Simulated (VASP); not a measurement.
Output of a VASP run:

### OUTCAR
```
 ion  position               nearest neighbor table
   1  0.000  0.000  0.000-   2 2.76   3 2.76   4 2.76   3 2.76   4 2.76   2 2.76   3 2.76   3 2.76
                             2 2.76   4 2.76   4 2.76   2 2.76
   2  0.500  0.500  0.000-   1 2.76   3 2.76   4 2.76   3 2.76   4 2.76   1 2.76   4 2.76   4 2.76
                             1 2.76   3 2.76   3 2.76   1 2.76
   3  0.000  0.500  0.500-   1 2.76   2 2.76   4 2.76   1 2.76   2 2.76   1 2.76   4 2.76   1 2.76
                             2 2.76   4 2.76   2 2.76   4 2.76
   4  0.500  0.000  0.500-   1 2.76   2 2.76   3 2.76   1 2.76   2 2.76   2 2.76   3 2.76   2 2.76
                             1 2.76   3 2.76   1 2.76   3 2.76
  LATTYP: Found a simple cubic cell.
 ALAT       =     3.9085200748
 Subroutine PRICEL returns:
 Original cell was already a primitive cell.
 Subroutine GETGRP returns: Found 48 space group operations
The static configuration has the point symmetry O_h .
The dynamic configuration has the point symmetry O_h .
 Subroutine INISYM returns: Found 48 space group operations
 Subroutine IBZKPT returns following result:
 Found     35 irreducible k-points:

 Following reciprocal coordinates:
            Coordinates               Weight
  0.000000  0.000000  0.000000      1.000000
  0.111111  0.000000  0.000000      6.000000
  0.222222  0.000000  0.000000      6.000000
  0.333333  0.000000  0.000000      6.000000
  0.444444  0.000000  0.000000      6.000000
  0.111111  0.111111  0.000000     12.000000
  0.222222  0.111111  0.000000     24.000000
  0.333333  0.111111  0.000000     24.000000
  0.444444  0.111111  0.000000     24.000000
  0.222222  0.222222  0.000000     12.000000
  0.333333  0.222222  0.000000     24.000000
  0.444444  0.222222  0.000000     24.000000
  0.333333  0.333333  0.000000     12.000000
  0.444444  0.333333  0.000000     24.000000
  0.444444  0.444444  0.000000     12.000000
  0.111111  0.111111  0.111111      8.000000
  0.222222  0.111111  0.111111     24.000000
  0.333333  0.111111  0.111111     24.000000
  0.444444  0.111111  0.111111     24.000000
  0.222222  0.222222  0.111111     24.000000
  0.333333  0.222222  0.111111     48.000000
  0.444444  0.222222  0.111111     48.000000
  0.333333  0.333333  0.111111     24.000000
  0.444444  0.333333  0.111111     48.000000
  0.444444  0.444444  0.111111     24.000000
  0.222222  0.222222  0.222222      8.000000
  0.333333  0.222222  0.222222     24.000000
  0.444444  0.222222  0.222222     24.000000
  0.333333  0.333333  0.222222     24.000000
  0.444444  0.333333  0.222222     48.000000
  0.444444  0.444444  0.222222     24.000000
  0.333333  0.333333  0.333333      8.000000
  0.444444  0.333333  0.333333     24.000000
  0.444444  0.444444  0.333333     24.000000
  0.444444  0.444444  0.444444      8.000000
   k-points           NKPTS =     35   k-points in BZ     NKDIM =     35   number of bands    NBANDS=     14
   number of dos      NEDOS =    601   number of ions     NIONS =      4
   total plane-waves  NPLWV =  21952
   dimension x,y,z NGX =    28 NGY =   28 NGZ =   28
   dimension x,y,z NGXF=    56 NGYF=   56 NGZF=   56
   ions per type =               1   3
   PREC   = accura    normal or accurate (medium, high low for compatibility)
   ISTART =      0    job   : 0-new  1-cont  2-samecut
   ICHARG =      2    charge: 1-file 2-atom 10-const
   ISPIN  =      1    spin polarized calculation?
   LNONCOLLINEAR =      F non collinear calculations
   LSORBIT =      F    spin-orbit coupling
   INIWAV =      1    electr: 0-lowe 1-rand  2-diag
   ENCUT  =  400.0 eV  29.40 Ry    5.42 a.u.   6.37  6.37  6.37*2*pi/ulx,y,z
   NELM   =    100;   NELMIN=  2; NELMDL= -5     # of ELM steps
   EDIFF  = 0.1E-06   stopping-criterion for ELM
   LREAL  =      F    real-space projection
   NLSPLINE    = F    spline interpolate recip. space projectors
   LMAXMIX     =    4 max onsite mixed and CHGCAR
   VOSKOWN=      0    Vosko Wilk Nusair interpolation
   EDIFFG = 0.1E-05   stopping-criterion for IOM
   NSW    =      0    number of steps for IOM
   NBLOCK =      1;   KBLOCK =      1    inner block; outer block
...
```

### OSZICAR
```
       N       E                     dE             d eps       ncg     rms          rms(c)
DAV:   1     0.996497633088E+02    0.99650E+02   -0.83608E+03   980   0.116E+03
DAV:   2    -0.158072241640E+02   -0.11546E+03   -0.11443E+03  1004   0.306E+02
DAV:   3    -0.244094250863E+02   -0.86022E+01   -0.84346E+01  1616   0.733E+01
DAV:   4    -0.246100384828E+02   -0.20061E+00   -0.19825E+00  1194   0.112E+01
DAV:   5    -0.246158233989E+02   -0.57849E-02   -0.57752E-02  1524   0.183E+00    0.114E+01
DAV:   6    -0.236599150644E+02    0.95591E+00   -0.31116E+01  1402   0.445E+01    0.732E+00
DAV:   7    -0.227759091434E+02    0.88401E+00   -0.11377E+01  1208   0.266E+01    0.335E+00
DAV:   8    -0.227280998129E+02    0.47809E-01   -0.12367E+00  1242   0.953E+00    0.134E+00
DAV:   9    -0.226972032994E+02    0.30897E-01   -0.26756E-01  1288   0.443E+00    0.205E-01
DAV:  10    -0.226988751445E+02   -0.16718E-02   -0.96284E-03  1332   0.876E-01    0.266E-01
DAV:  11    -0.226973476202E+02    0.15275E-02   -0.84981E-03  1334   0.688E-01    0.426E-02
DAV:  12    -0.226973776521E+02   -0.30032E-04   -0.14873E-04  1172   0.992E-02    0.264E-02
DAV:  13    -0.226973558712E+02    0.21781E-04   -0.21928E-05  1366   0.523E-02    0.579E-03
DAV:  14    -0.226973495536E+02    0.63176E-05   -0.45229E-06  1262   0.140E-02    0.172E-03
DAV:  15    -0.226973492592E+02    0.29432E-06   -0.78019E-08   718   0.283E-03    0.486E-04
DAV:  16    -0.226973487287E+02    0.53050E-06   -0.36682E-08   610   0.169E-03    0.329E-04
DAV:  17    -0.226973488174E+02   -0.88609E-07   -0.68812E-09   544   0.880E-04
   1 F= -.22697349E+02 E0= -.22697349E+02  d E =0.000000E+00
```

File OUTCAR:
```
------------------------ aborting loop because EDIFF is reached ----------------------------------------
  FORCE on cell =-STRESS in cart. coord.  units (eV):
  Direction    XX          YY          ZZ          XY          YZ          ZX
  --------------------------------------------------------------------------------------
  Total        0.0779220      0.0779220      0.0779220      0.0000000      0.0000000     -0.0000000
  in kB        2.0909014      2.0909014      2.0909014      0.0000000      0.0000000     -0.0000000
  external PRESSURE =       2.0909014 kB  Pullay stress =       0.0000000 kB
  volume of cell :       59.71
      direct lattice vectors                 reciprocal lattice vectors
     3.908520075  0.000000000  0.000000000     0.255851315  0.000000000  0.000000000
     0.000000000  3.908520075  0.000000000     0.000000000  0.255851315  0.000000000
     0.000000000  0.000000000  3.908520075     0.000000000  0.000000000  0.255851315
 POSITION                                       TOTAL-FORCE (eV/Angst)
 -----------------------------------------------------------------------------------
      0.00000      0.00000      0.00000         0.000000      0.000000      0.000000
      1.95426      1.95426      0.00000         0.000000      0.000000      0.000000
      0.00000      1.95426      1.95426         0.000000      0.000000      0.000000
      1.95426      0.00000      1.95426         0.000000      0.000000      0.000000
 -----------------------------------------------------------------------------------
    total drift:                               -0.000000     -0.000000     -0.000000
  FREE ENERGIE OF THE ION-ELECTRON SYSTEM (eV)
  ---------------------------------------------------
  free  energy   TOTEN  =       -22.6973488174 eV

  energy  without entropy=      -22.6973488174  energy(sigma->0) =      -22.69734882

 total charge

# of ion       s       p       d       tot
------------------------------------------
    1        2.168   6.105   2.137  10.410
    2        0.421   0.428   0.000   0.849
    3        0.421   0.428   0.000   0.849
    4        0.421   0.428   0.000   0.849
--------------------------------------------------
tot          3.430   7.389   2.137  12.956
```
(Selected blocks of OUTCAR.)

File POSCAR:
```
TiAl3
1
    3.9085200748    -0.0000000000     0.0000000000
    0.0000000000     3.9085200748     0.0000000000
   -0.0000000000    -0.0000000000     3.9085200748
Ti Al
1 3
Direct
  0.0000000000   0.0000000000   0.0000000000
  0.5000000000   0.5000000000   0.0000000000
  0.0000000000   0.5000000000   0.5000000000
  0.5000000000   0.0000000000   0.5000000000
```

Question: Reconstruct the remaining input files.

Answer: Several could match; the one computed here: the input of the run itself, LDA (Ceperley-Alder, Perdew-Zunger), plane waves, VASP's LDA PAW potentials (set 64).

**KPOINTS**
```
Automatic mesh
0
G
 9 9 9
```

INCAR:
```
! general
SYSTEM =TiAl3
PREC   =Accurate
ENCUT  =400   ! plane-wave cut-off (eV)
LREAL  =.FALSE.
LASPH  =.TRUE.   ! aspherical one-centre terms

! electronic loop
EDIFF  =1E-7
NELM   =100   ! most electronic steps
ALGO   =Normal
LMAXMIX=4   ! l cut-off of mixed one-centre charges

! smearing
ISMEAR =-5

! ions
ISIF   =2   ! forces and stress, cell fixed

! output
LWAVE  =.FALSE.
LCHARG =.TRUE.
LORBIT =11
NEDOS  =601   ! DOS grid
```

POTCAR, in this order: Ti_sv Al (LDA.64 set). Program: vasp_std.

For a metal the tetrahedron method with Blöchl corrections gives inexact stress and forces.

The structure comes from a computed database's TiAl3 entry (Pm-3m); how it stands against other phases isn't given here. It was relaxed first. The electron count is odd and the run is not spin-polarised, which forces a metal.
